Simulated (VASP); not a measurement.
An input for Quantum ESPRESSO's pw.x (written as the equivalent of a VASP run, and not itself run):

```
&CONTROL
  calculation = 'scf'
  pseudo_dir = './pseudo'
  outdir = './out'
  tprnfor = .true.
  tstress = .true.
/
&SYSTEM
  ibrav = 0
  nat = 1
  ntyp = 1
  ecutwfc = 82
  occupations = 'tetrahedra'
  input_dft = 'pw91'
/
&ELECTRONS
  conv_thr = 7.3e-09
  electron_maxstep = 100
/
ATOMIC_SPECIES
  Ag 107.868 Ag.upf
CELL_PARAMETERS angstrom
     0.0000000    2.0733022    2.0733022
     2.0733022    0.0000000    2.0733022
     2.0733022    2.0733022    0.0000000
ATOMIC_POSITIONS crystal
  Ag   0.0000000  0.0000000  0.0000000
K_POINTS automatic
  17 17 17 0 0 0
```

Q: Write the VASP files for the same calculation (PW91).

A: One answer among several that fit: 
INCAR:
```
# general
SYSTEM  = Ag
PREC    = Accurate
ENCUT   = 520
LREAL   = F
LASPH   = T

# electronic loop
EDIFF   = 1E-7
NELM    = 100
ALGO    = Normal
LMAXMIX = 4

# smearing
ISMEAR  = -5

# functional
GGA     = 91

# ions
ISIF    = 2

# output
LWAVE   = F
LCHARG  = T
LORBIT  = 11
NEDOS   = 601
```

**KPOINTS**
```
Automatic mesh
0
Gamma
17 17 17
0 0 0
```

POSCAR:
```
Ag
1
    0.0000000000     2.0733022365     2.0733022365
    2.0733022365     0.0000000000     2.0733022365
    2.0733022365     2.0733022365     0.0000000000
Ag
1
Direct
  0.0000000000   0.0000000000   0.0000000000
```

POTCAR, in this order: Ag (PBE.64 set). Program: vasp_std.

Limits of the translation: the potentials are each code's own (VASP's PAW set, PseudoDojo norm-conserving files in pw.x), so ENCUT and ecutwfc are chosen apart and not converted; conv_thr bounds pw.x's estimated SCF error, while EDIFF bounds the energy change between steps.

The compound is Ag in the fcc structure. It was relaxed first.
